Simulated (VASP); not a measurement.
Consider the following.

```xyz
2
Lattice="0.0000 3.2447 3.2447 3.2447 0.0000 3.2447 3.2447 3.2447 0.0000" Properties=species:S:1:pos:R:3 pbc="T T T"
Ti     0.0000     0.0000     0.0000
Al     1.6224     1.6224     1.6224
```

Level of theory: r2SCAN meta-GGA, VASP's PBE PAW potentials (set 64) (plane waves; VASP). Numerical set-up: 400 eV cut-off, 9×9×9 Γ-centred mesh, first-order Methfessel-Paxton smearing of 0.10 eV, potentials Ti_sv Al.

Energy and stress use the plane-wave basis of the starting cell.

### Question
The ions, cell shape and volume are relaxed. Which structure does the run end with?

### Answer

```xyz
2
Lattice="0.0000 3.0173 3.0173 3.0173 0.0000 3.0173 3.0173 3.0173 0.0000" Properties=species:S:1:pos:R:3 pbc="T T T"
Ti     3.0173     6.0346     3.0173
Al     1.5086     1.5086     1.5086
```
Space group F-43m (216), at a tolerance of 0.03 Å.

### Question
How do energy and volume change from the first to the last step?

### Answer
The energy (σ→0) changes by -142.4 meV/atom and the volume by -19.6 %, in 4 ionic steps.

The structure was generated: TiAl was put into the zinc blende type (F-43m), which need not be its known phase. This run relaxes it. Symmetry was kept, so distortions that lower it aren't found. The electron count is odd and the run is not spin-polarised, which forces a metal.
